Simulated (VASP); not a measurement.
Output of a VASP run:

**OSZICAR**
```
...
RMM:   3    -0.436024797918E+03   -0.25045E-04   -0.49584E-04   399   0.452E-02    0.244E-02
RMM:   4    -0.436024784785E+03    0.13133E-04   -0.77223E-05   355   0.196E-02    0.752E-03
RMM:   5    -0.436024785315E+03   -0.52953E-06   -0.18098E-05   224   0.925E-03
  12 F= -.43602479E+03 E0= -.43602479E+03  d E =-.602242E-03
       N       E                     dE             d eps       ncg     rms          rms(c)
DAV:   1    -0.436024787093E+03   -0.23081E-05   -0.92064E-04   436   0.783E-02    0.627E-03
RMM:   2    -0.436024789046E+03   -0.19529E-05   -0.22090E-05   237   0.106E-02    0.341E-03
RMM:   3    -0.436024789212E+03   -0.16580E-06   -0.33007E-06   196   0.411E-03    0.238E-03
RMM:   4    -0.436024789166E+03    0.45578E-07   -0.74957E-07   127   0.203E-03
  13 F= -.43602479E+03 E0= -.43602479E+03  d E =-.606094E-03
       N       E                     dE             d eps       ncg     rms          rms(c)
DAV:   1    -0.436024928224E+03   -0.13901E-03   -0.12176E-01   372   0.899E-01    0.646E-02
RMM:   2    -0.436025089563E+03   -0.16134E-03   -0.21493E-03   362   0.104E-01    0.293E-02
RMM:   3    -0.436025108632E+03   -0.19069E-04   -0.38061E-04   402   0.393E-02    0.217E-02
RMM:   4    -0.436025098804E+03    0.98278E-05   -0.57400E-05   338   0.170E-02
  14 F= -.43602510E+03 E0= -.43602510E+03  d E =-.309638E-03
       N       E                     dE             d eps       ncg     rms          rms(c)
DAV:   1    -0.436025105233E+03    0.33992E-05   -0.15804E-03   436   0.103E-01    0.765E-03
RMM:   2    -0.436025106874E+03   -0.16417E-05   -0.27305E-05   247   0.116E-02    0.342E-03
RMM:   3    -0.436025106821E+03    0.53740E-07   -0.31305E-06   195   0.410E-03    0.196E-03
RMM:   4    -0.436025106677E+03    0.14374E-06   -0.39140E-07   110   0.179E-03
  15 F= -.43602511E+03 E0= -.43602511E+03  d E =-.317511E-03
       N       E                     dE             d eps       ncg     rms          rms(c)
DAV:   1    -0.436025170853E+03   -0.64032E-04   -0.62691E-02   372   0.648E-01    0.467E-02
RMM:   2    -0.436025253825E+03   -0.82972E-04   -0.11172E-03   362   0.766E-02    0.221E-02
RMM:   3    -0.436025263691E+03   -0.98660E-05   -0.19724E-04   389   0.287E-02    0.166E-02
RMM:   4    -0.436025258184E+03    0.55071E-05   -0.31021E-05   239   0.126E-02
  16 F= -.43602526E+03 E0= -.43602526E+03  d E =-.151507E-03
       N       E                     dE             d eps       ncg     rms          rms(c)
DAV:   1    -0.436025263059E+03    0.63155E-06   -0.10989E-03   436   0.861E-02    0.622E-03
RMM:   2    -0.436025264224E+03   -0.11643E-05   -0.18834E-05   216   0.979E-03    0.294E-03
RMM:   3    -0.436025264205E+03    0.18312E-07   -0.21397E-06   190   0.351E-03    0.163E-03
RMM:   4    -0.436025264098E+03    0.10711E-06   -0.14285E-07    70   0.154E-03
  17 F= -.43602526E+03 E0= -.43602526E+03  d E =-.157421E-03
       N       E                     dE             d eps       ncg     rms          rms(c)
DAV:   1    -0.436025283731E+03   -0.19526E-04   -0.50076E-02   372   0.579E-01    0.413E-02
RMM:   2    -0.436025355507E+03   -0.71776E-04   -0.92716E-04   362   0.681E-02    0.187E-02
RMM:   3    -0.436025362039E+03   -0.65326E-05   -0.14571E-04   358   0.252E-02    0.138E-02
RMM:   4    -0.436025357708E+03    0.43314E-05   -0.23753E-05   224   0.110E-02
  18 F= -.43602536E+03 E0= -.43602536E+03  d E =-.936097E-04
```

### OUTCAR
```
------------------------ aborting loop because EDIFF is reached ----------------------------------------
  FORCE on cell =-STRESS in cart. coord.  units (eV):
  Direction    XX          YY          ZZ          XY          YZ          ZX
  --------------------------------------------------------------------------------------
  Total      -17.5969464    -17.1827167    -27.9129467     -0.0068993      0.0093671     -0.0190688
  in kB      -32.5303213    -31.7645621    -51.6008349     -0.0127543      0.0173164     -0.0352512
  external PRESSURE =     -38.6319061 kB  Pullay stress =       0.0000000 kB
  volume of cell :      866.68
      direct lattice vectors                 reciprocal lattice vectors
     4.868317892 -8.432173817  0.000000000     0.102704879 -0.059296690  0.000000000
     4.868317892  8.432173817  0.000000000     0.102704879  0.059296690  0.000000000
     0.000000000  0.000000000 10.556283981     0.000000000  0.000000000  0.094730305
  FREE ENERGIE OF THE ION-ELECTRON SYSTEM (eV)
  ---------------------------------------------------
  free  energy   TOTEN  =      -436.0253577080 eV

  energy  without entropy=     -436.0253577080  energy(sigma->0) =     -436.02535771

 reached required accuracy - stopping structural energy minimisation
```
(Selected blocks of OUTCAR.)

File POSCAR:
```
Ga36N35O
1
    4.8683178924    -8.4321738171     0.0000000000
    4.8683178924     8.4321738171     0.0000000000
    0.0000000000     0.0000000000    10.5562839808
Ga N O
36 35 1
Direct
  0.2222220000   0.1111110000   0.2500000000
  0.1111110000   0.2222220000   0.0000000000
  0.2222220000   0.1111110000   0.7500000000
  0.1111110000   0.2222220000   0.5000000000
  0.2222220000   0.4444440000   0.2500000000
  0.1111110000   0.5555560000   0.0000000000
  0.2222220000   0.4444440000   0.7500000000
  0.1111110000   0.5555560000   0.5000000000
  0.2222220000   0.7777780000   0.2500000000
  0.1111110000   0.8888890000   0.0000000000
  0.2222220000   0.7777780000   0.7500000000
  0.1111110000   0.8888890000   0.5000000000
  0.5555560000   0.1111110000   0.2500000000
  0.4444440000   0.2222220000   0.0000000000
  0.5555560000   0.1111110000   0.7500000000
  0.4398540000   0.2203680000   0.5044820000
  0.5571430000   0.4459850000   0.2461240000
  0.4444440000   0.5555560000   0.0000000000
  0.5555560000   0.4444440000   0.7500000000
  0.4408870000   0.5486690000   0.4999970000
  0.5555560000   0.7777780000   0.2500000000
  0.4444440000   0.8888890000   0.0000000000
  0.5555560000   0.7777780000   0.7500000000
  0.4444440000   0.8888890000   0.5000000000
  0.8888890000   0.1111110000   0.2500000000
  0.7777780000   0.2222220000   0.0000000000
  0.8888890000   0.1111110000   0.7500000000
  0.7777780000   0.2222220000   0.5000000000
  0.8888890000   0.4444440000   0.2500000000
  0.7777780000   0.5555560000   0.0000000000
  0.8888890000   0.4444440000   0.7500000000
  0.7834170000   0.5577960000   0.5017320000
  0.8888890000   0.7777780000   0.2500000000
  0.7777780000   0.8888890000   0.0000000000
  0.8888890000   0.7777780000   0.7500000000
  0.7777780000   0.8888890000   0.5000000000
  0.2182470000   0.1085630000   0.4372870000
  0.1111110000   0.2222220000   0.1885000000
  0.2222220000   0.1111110000   0.9385000000
  0.1111110000   0.2222220000   0.6885000000
  0.2181940000   0.4424130000   0.4413840000
  0.1111110000   0.5555560000   0.1885000000
  0.2222220000   0.4444440000   0.9385000000
  0.1111110000   0.5555560000   0.6885000000
  0.2222220000   0.7777780000   0.4385000000
  0.1111110000   0.8888890000   0.1885000000
  0.2222220000   0.7777780000   0.9385000000
  0.1111110000   0.8888890000   0.6885000000
  0.5504540000   0.1084560000   0.4393280000
  0.4420400000   0.2202410000   0.1914730000
  0.5555560000   0.1111110000   0.9385000000
  0.4438350000   0.2176940000   0.6847170000
  0.4459240000   0.5541460000   0.1876730000
  0.5555560000   0.4444440000   0.9385000000
  0.4420270000   0.5538220000   0.6897780000
  0.5533160000   0.7744600000   0.4406690000
  0.4444440000   0.8888890000   0.1885000000
  0.5555560000   0.7777780000   0.9385000000
  0.4444440000   0.8888890000   0.6885000000
  0.8888890000   0.1111110000   0.4385000000
  0.7777780000   0.2222220000   0.1885000000
  0.8888890000   0.1111110000   0.9385000000
  0.7777780000   0.2222220000   0.6885000000
  0.8917550000   0.4504960000   0.4378200000
  0.7795290000   0.5531190000   0.1930920000
  0.8888890000   0.4444440000   0.9385000000
  0.7794330000   0.5603620000   0.6876710000
  0.8907020000   0.7818900000   0.4348710000
  0.7777780000   0.8888890000   0.1885000000
  0.8888890000   0.7777780000   0.9385000000
  0.7777780000   0.8888890000   0.6885000000
  0.5580270000   0.4449200000   0.4424060000
```

Problem. Reconstruct the remaining input files.

Solution. One answer among several that fit: the input of the run itself, PBE GGA, plane waves, VASP's PBE PAW potentials (set 64).

**KPOINTS**
```
Automatic
0
Gamma
 1 1 1
```

### INCAR
```
NELECT  =  288.0
GGA  =  PE   # PBE
NELM  =  100
SIGMA  =  0.05   # width (eV)
LASPH  =  .TRUE.   # aspherical one-centre terms
IBRION  =  2   # conjugate gradients
LREAL  =  Auto   # projection in real space or not
ISYM  =  0
PREC  =  Normal
EDIFFG  =  -0.03   # ionic stop
NSW  =  60
NELMIN  =  4
ISIF  =  2   # forces and stress, cell fixed
LWAVE  =  .TRUE.
LCHARG  =  .FALSE.
ISMEAR  =  0
ALGO  =  Fast   # Davidson, then RMM-DIIS
LMAXMIX  =  4   # l cut-off of mixed one-centre charges
EDIFF  =  1E-5   # SCF stop (eV)
ENCUT  =  400   # plane-wave cut-off (eV)
SYSTEM  =  Ga36N35O
```

POTCAR, in this order: Ga N O (PBE.64 set). Program: vasp_gam.

At this cut-off the stress carries a Pulay error, which pulls relaxed volumes low. The cell is charged, with a uniform compensating background. The supercell is sampled at Γ alone, which is coarse: total energies, pressure and levels can be off, energies of defects by several tenths of an eV.

The cell is a supercell with a defect, built from GaN (wurtzite): O_N, charge +1. The run is not spin-polarised, so no state with unpaired spins was tried.
